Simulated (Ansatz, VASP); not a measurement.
# Cross-check of W between VASP and Ansatz, part 2 of 2

Wanted: the spread between two codes on one cell, functional and k mesh. The structure shown is the start of the Ansatz relaxation below; VASP solves that cell, so the two are compared at the walk's first step.

VASP 6.6.1 and Ansatz 0.2.0.

So far. Step 4 (Comparison): The forces differ by 76 meV/Å r.m.s., which is 8.2 % of the r.m.s. force of 0.925 eV/Å (both taken over all components). With vacuum in the cell, a pressure given here is an average over mostly empty space and none of the material.

## (5) Ansatz: relaxation, PBEsol

Level of this step: Ansatz beside VASP: Kohn-Sham DFT, plane waves, PBEsol (Ansatz).

The two programs are compared at the cell with which this relaxation starts, whose forces are those of its first step.

The structure compared here is the start of the Ansatz relaxation; VASP solves that cell, so the two are compared at the walk's first step.

File input.yaml:

```yaml
crystal:
  lattice:
    - [3.0819821326, 0.0, 0.0]
    - [0.0, 3.0819821326, 0.0]
    - [0.0, 0.0, 36.4599902]
  atoms:
    - { symbol: W, position: [0.0, 0.0, 0.1798479233] }
    - { symbol: W, position: [0.5, 0.5, 0.2206321228] }
    - { symbol: W, position: [0.0, 0.0, 0.2650850959] }
    - { symbol: W, position: [0.5, 0.5, 0.309538069] }
    - { symbol: W, position: [0.0, 0.0, 0.3503222686] }
  periodic: [true, true, false]
kpoints:
  mp_grid: { grid: [12, 12, 1] }
hamiltonian:
  xc: pbesol
  pseudopotentials: { kind: paw, azcp: { folder: soft_1 }, xc_functional: pbe }
scf:
  occupations: { method: gaussian, width: 0.1 }
output:
  forces: true
  stress: true
  eigenvalues: true
  write_density: true
  write_potential: true
  elf: true
  volumetric_format: npy
relax:
  adjacent_minimum: "off"
  f_tol: 0.005
  max_steps: 80
  cell: { stress_2d_tol: 0.02 }
```

Command:

```bash
ansatz run input.yaml --threads 8 --pin off --max-ram 16384MiB --backend cpu --events-out ev --progress --plain --runs-dir out
```

Numbers of over 12 decimals in the logs are rounded to 6 here.

What it wrote:

```text
[...]
Crystal: 5 atoms, lattice volume = 346.319 Å³
Basis set: ecut = 420 eV, 6801 PW (Γ), exchange–correlation on 48×48×500 points (8 copies of the dense FFT grid, shifted against one another)
Bands: 42, of which v1, the nominal top of the filled ones, is band 35 counted from 1 (34 counted from 0)
Symmetry: 16 space group operations
[...]
k-points: 28 of 144
[...]
--- Relaxed structure (3 steps of the walk, 2 accepted, 1 SCFs on fresh bases) ---
[...]
cell:  # Å, volume = 345.7726 Å³
    - [3.079548, 0.0, 0.0]
    - [0.0, 3.079548, 0.0]
    - [0.0, 0.0, 36.4599902]
  atoms:
    - { symbol: W, position: [0, 0.0, 0.179880] }
    - { symbol: W, position: [0.5, 0.5, 0.220598] }
    - { symbol: W, position: [0, 0.0, 0.265085] }
    - { symbol: W, position: [0.5, 0.5, 0.309572] }
    - { symbol: W, position: [0, 0.0, 0.350290] }
[key lines of the parts left out:]
SCF converged after 5 iterations
Free energy (F): -51282.543530 eV
Fermi energy:    -4.343385 eV
P = ½ c Tr σ = 0.0153 N/m
```

## (6) VASP: single point, PBEsol, start cell, pair 2

The same cell, functional, mesh and smearing now go to VASP, with its own data sets.

File INCAR:

```
SYSTEM = W
PREC = Accurate
ENCUT = 520
EDIFF = 1E-06
NELM = 120
ISMEAR = 0
SIGMA = 0.1
LREAL = .FALSE.
ALGO = Normal
GGA = PS
NBANDS = 21
LASPH = .TRUE.
LORBIT = 11
LWAVE = .FALSE.
LCHARG = .FALSE.
ISIF = 2
LDIPOL = .TRUE.
IDIPOL = 3
DIPOL = 0.5 0.5 0.265
LVHAR = .TRUE.
GGA_COMPAT = .FALSE.
NELMDL = -8
KPAR = 2
```

File POSCAR:

```
W
1.0
    3.0819820000      0.0000000000      0.0000000000
    0.0000000000      3.0819820000      0.0000000000
    0.0000000000      0.0000000000     36.4599900000
W
5
Direct
    0.0000000000      0.0000000000      0.1798479374
    0.5000000000      0.5000000000      0.2206321230
    0.0000000000      0.0000000000      0.2650850974
    0.5000000000      0.5000000000      0.3095380717
    0.0000000000      0.0000000000      0.3503222574
```

File KPOINTS:

```
Automatic mesh
0
Gamma
12 12 1
0 0 0
```

The projector-augmented-wave data sets are W (PBE family, release 64).

Command:

```bash
mpirun -np 2 vasp_std
```

What it wrote:

```text
[banner, memory and clock lines left out]
running    2 mpi-ranks, on    1 nodes
[...]
[... a notice as in an earlier step ...]

 LDA part: xc-table for (Slater+PW92), standard interpolation
 POSCAR, INCAR and KPOINTS ok, starting setup
[...]
entering main loop
       N       E                     dE             d eps       ncg     rms          rms(c)
DAV:   1     0.178581033629E+03    0.17858E+03   -0.98549E+03  1176   0.104E+03
DAV:   2    -0.425764785393E+02   -0.22116E+03   -0.21043E+03  1831   0.210E+02
DAV:   3    -0.677332135899E+02   -0.25157E+02   -0.24056E+02  1409   0.781E+01
DAV:   4    -0.691841735754E+02   -0.14510E+01   -0.13960E+01  1940   0.177E+01
[...]
DAV:  29    -0.640482058878E+02   -0.25114E-05   -0.53706E-07   947   0.486E-03    0.337E-03
DAV:  30    -0.640482070420E+02   -0.11542E-05   -0.29082E-07   863   0.374E-03    0.956E-04
DAV:  31    -0.640482077655E+02   -0.72353E-06   -0.25201E-07   868   0.334E-03
   1 F= -.64048208E+02 E0= -.64033790E+02  d E =-.288350E-01
```

OUTCAR, selected parts (step 6):

```text
  Total       -1.8780184     -1.8780184     -1.6369823      0.0000000      0.0000000      0.0000000
  in kB       -8.6882776     -8.6882776     -7.5731719      0.0000000      0.0000000      0.0000000
  external PRESSURE =      -8.3165757 kB  Pullay stress =       0.0000000 kB

 POSITION                                       TOTAL-FORCE (eV/Angst)
 -----------------------------------------------------------------------------------
      0.00000      0.00000      6.55725         0.000000     -0.000000      0.331364
      1.54099      1.54099      8.04424         0.000000      0.000000     -0.140631
      0.00000      0.00000      9.66500         0.000000      0.000000      0.000000
      1.54099      1.54099     11.28575         0.000000     -0.000000      0.140631
      0.00000      0.00000     12.77275         0.000000      0.000000     -0.331364
 -----------------------------------------------------------------------------------
    total drift:                                0.000000     -0.000000     -0.000054

  FREE ENERGIE OF THE ION-ELECTRON SYSTEM (eV)
  ---------------------------------------------------
  free  energy   TOTEN  =       -64.0482077655 eV

  energy  without entropy=      -64.0193727290  energy(sigma->0) =      -64.03379025

[... 3 further parts left out ...]
[key lines of the parts left out:]
E-fermi :  -1.5773
```

The run ends at a pressure of -0.83 GPa, with forces up to 0.33 eV/Å.

## (7) Differences

What differs besides the data sets and the points named for the pairs above, as far as they apply: the data sets hold 70 valence electrons in Ansatz (on its PAW soft_1 files) and 30 in VASP. Total energies have different zeros and are not compared.

Forces (eV/Å; atoms numbered as in POSCAR):

```csv
atom,"Ansatz x, y, z","VASP x, y, z"
W1,"0.000, 0.000, 0.059","0.000, 0.000, 0.331"
W2,"0.000, 0.000, -0.043","0.000, 0.000, -0.141"
W3,"0.000, 0.000, 0.000","0.000, 0.000, 0.000"
W4,"0.000, 0.000, 0.043","0.000, 0.000, 0.141"
W5,"0.000, 0.000, -0.059","0.000, 0.000, -0.331"
```

The forces differ by 105 meV/Å r.m.s., where the r.m.s. force is 0.027 eV/Å in Ansatz and 0.131 eV/Å in VASP: the atoms lie near their places of rest in Ansatz, so a percentage would say little (all taken over all components). With vacuum in the cell, a pressure given here is an average over mostly empty space and none of the material.

## (8) Ansatz: relaxation, PBEsol

The two programs are compared at the cell with which this relaxation starts, whose forces are those of its first step.

The structure compared here is the start of the Ansatz relaxation; VASP solves that cell, so the two are compared at the walk's first step.

input.yaml, the sections that differ from step 5:

```yaml
crystal:
  lattice:
    - [3.079548276, 0.0, 0.0]
    - [0.0, 3.079548276, 0.0]
    - [0.0, 0.0, 36.4599902]
  atoms:
    - { symbol: W, position: [0.0, 0.0, 0.1798803616] }
    - { symbol: W, position: [0.5, 0.5, 0.2205977528] }
    - { symbol: W, position: [0.0, 0.0, 0.2650850959] }
    - { symbol: W, position: [0.5, 0.5, 0.309572439] }
    - { symbol: W, position: [0.0, 0.0, 0.3502898302] }
  periodic: [true, true, false]
scf:
  occupations: { method: methfessel_paxton, width: 0.2 }
relax:
  adjacent_minimum: "off"
  f_tol: 0.001
  max_steps: 60
  cell: { stress_2d_tol: 0.002 }
# kpoints, hamiltonian, output: as in step 5
```

Command:

```bash
ansatz run input.yaml --threads 8 --pin off --max-ram 16384MiB --backend cpu --events-out ev --progress --plain --runs-dir out
```

What it wrote:

```text
[...]
Crystal: 5 atoms, lattice volume = 345.773 Å³
Basis set: ecut = 420 eV, 6801 PW (Γ), exchange–correlation on 48×48×500 points (8 copies of the dense FFT grid, shifted against one another)
Bands: 42, of which v1, the nominal top of the filled ones, is band 35 counted from 1 (34 counted from 0)
Symmetry: 16 space group operations
[...]
k-points: 28 of 144
[...]
--- Relaxed structure (5 steps of the walk, 4 accepted, 1 SCFs on fresh bases) ---
[...]
cell:  # Å, volume = 345.8707 Å³
    - [3.079985, 0, 0.0]
    - [0, 3.079985, 0.0]
    - [0.0, 0.0, 36.4599902]
  atoms:
    - { symbol: W, position: [0, 0, 0.179919] }
    - { symbol: W, position: [0.5, 0.5, 0.220614] }
    - { symbol: W, position: [0, 0, 0.265085] }
    - { symbol: W, position: [0.5, 0.5, 0.309556] }
    - { symbol: W, position: [0, 0, 0.350251] }
[key lines of the parts left out:]
SCF converged after 9 iterations
Free energy (F): -51282.529342 eV
Fermi energy:    -4.334571 eV
P = ½ c Tr σ = 0.0004 N/m
```

## (9) VASP: single point, PBEsol, start cell, pair 3

The same cell, functional, mesh and smearing now go to VASP, with its own data sets.

Changes to INCAR since step 6:

```diff
@@ -5,4 +5,4 @@
 NELM = 120
-ISMEAR = 0
-SIGMA = 0.1
+ISMEAR = 1
+SIGMA = 0.2
 LREAL = .FALSE.
```

File POSCAR:

```
W
1.0
    3.0795480000      0.0000000000      0.0000000000
    0.0000000000      3.0795480000      0.0000000000
    0.0000000000      0.0000000000     36.4599900000
W
5
Direct
    0.0000000000      0.0000000000      0.1798803565
    0.5000000000      0.5000000000      0.2205977566
    0.0000000000      0.0000000000      0.2650850974
    0.5000000000      0.5000000000      0.3095724382
    0.0000000000      0.0000000000      0.3502898383
```

KPOINTS is that of step 6.

Command:

```bash
mpirun -np 2 vasp_std
```

What it wrote:

```text
[... set-up lines as in an earlier step ...]
 entering main loop
       N       E                     dE             d eps       ncg     rms          rms(c)
DAV:   1     0.179853936372E+03    0.17985E+03   -0.99439E+03  1176   0.105E+03
DAV:   2    -0.421008818666E+02   -0.22195E+03   -0.21056E+03  1783   0.209E+02
DAV:   3    -0.676011659095E+02   -0.25500E+02   -0.24361E+02  1367   0.787E+01
DAV:   4    -0.691574628360E+02   -0.15563E+01   -0.14895E+01  1944   0.185E+01
[...]
DAV:  29    -0.640376759046E+02   -0.16887E-05   -0.67840E-07   858   0.429E-03    0.289E-03
DAV:  30    -0.640376773941E+02   -0.14895E-05   -0.43720E-07   863   0.405E-03    0.146E-03
DAV:  31    -0.640376778760E+02   -0.48190E-06   -0.25892E-07   858   0.300E-03
   1 F= -.64037678E+02 E0= -.64036314E+02  d E =-.409247E-02
```

From OUTCAR (step 9):

```text
  Total       -1.5534927     -1.5534927     -1.4665349      0.0000000      0.0000000     -0.0000000
  in kB       -7.1982895     -7.1982895     -6.7953602      0.0000000      0.0000000     -0.0000000
  external PRESSURE =      -7.0639798 kB  Pullay stress =       0.0000000 kB

 POSITION                                       TOTAL-FORCE (eV/Angst)
 -----------------------------------------------------------------------------------
      0.00000      0.00000      6.55844        -0.000000     -0.000000      0.282554
      1.53977      1.53977      8.04299         0.000000      0.000000     -0.099229
      0.00000      0.00000      9.66500         0.000000      0.000000     -0.000000
      1.53977      1.53977     11.28701         0.000000     -0.000000      0.099229
      0.00000      0.00000     12.77156         0.000000      0.000000     -0.282554
 -----------------------------------------------------------------------------------
    total drift:                                0.000000     -0.000000     -0.000041

  FREE ENERGIE OF THE ION-ELECTRON SYSTEM (eV)
  ---------------------------------------------------
  free  energy   TOTEN  =       -64.0376778760 eV

  energy  without entropy=      -64.0335854088  energy(sigma->0) =      -64.03631372

[... 1 part as in an earlier step ...]

[... 2 further parts left out ...]
[key lines of the parts left out:]
E-fermi :  -1.5655
```

The run ends at a pressure of -0.71 GPa, with forces up to 0.28 eV/Å.

## (10) Comparison

What differs besides the data sets and the points named for the pairs above, as far as they apply: the data sets hold 70 valence electrons in Ansatz (on its PAW soft_1 files) and 30 in VASP. Total energies have different zeros and are not compared.

Forces (eV/Å; atoms numbered as in POSCAR):

```csv
atom,"Ansatz x, y, z","VASP x, y, z"
W1,"0.000, 0.000, 0.007","0.000, 0.000, 0.283"
W2,"0.000, 0.000, 0.002","0.000, 0.000, -0.099"
W3,"0.000, 0.000, 0.000","0.000, 0.000, 0.000"
W4,"0.000, 0.000, -0.002","0.000, 0.000, 0.099"
W5,"0.000, 0.000, -0.007","0.000, 0.000, -0.283"
```

The forces differ by 107 meV/Å r.m.s., where the r.m.s. force is 0.003 eV/Å in Ansatz and 0.109 eV/Å in VASP: the atoms lie near their places of rest in Ansatz, so a percentage would say little (all taken over all components). With vacuum in the cell, a pressure given here is an average over mostly empty space and none of the material.

## (11) Results

```
r.m.s. force difference (single point, PBEsol, start cell, pair 1) : 8.2 % of the r.m.s. force
r.m.s. force difference (single point, PBEsol, start cell, pair 2) : 105 meV/Å
r.m.s. force difference (single point, PBEsol, start cell, pair 3) : 107 meV/Å
```

In words: The r.m.s. force difference is 107 meV/Å (single point, PBEsol, start cell, pair 3), beyond the 12 meV/Å picked in this series as the mark of a large difference. The data sets hold unlike numbers of valence electrons (70 in Ansatz and 30 in VASP), so part of the differences comes from the potentials. What causes the difference of the single point, PBEsol, start cell, pair 1 pair stays open here. What causes the difference of the single point, PBEsol, start cell, pair 2 pair stays open here. What causes the difference of the single point, PBEsol, start cell, pair 3 pair stays open here. 5 further runs of this series are not shown here. How closely two codes agree says nothing of how well the functional describes the real material.

[Lines on the potential files, build, host, timing and source positions are cut from VASP's logs without a mark.]

[Logs are printed without paths, hosts, clocks, repeated set-up lines and the standing remarks that a program may print on its own settings, such as how far it seeks lower states.]

[Hosts, paths, dates, database ids (printed as entryN), source tags and the programs' standing remarks are cut or masked in the printed files.]
